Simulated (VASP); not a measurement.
VASP, PAW. Band gap of BaZrO3 (cubic perovskite) (no spin-orbit coupling).

```json
[
 {"level": "PBEsol (starting cell)", "band gap (eV)": "3.11"},
 {"level": "LDA (own cell)", "band gap (eV)": "3.11"}
]
```

Question: Estimate the band gap from SCAN (own cell), r2SCAN (own cell), PBE (own cell).

Answer: 
The SCAN (own cell) comes out as 3.66 eV. The r2SCAN (own cell) is 3.66 eV. The PBE (own cell) is 3.12 eV.

Only levels that ran to the end are used. Left out are those held back, those with too coarse a band path, GW runs whose mesh misses a band edge, hybrids' fits of cells that aren't cubic and levels without matching references; a question may draw on a part of the rest.

The compound is BaZrO3 in the cubic perovskite structure.
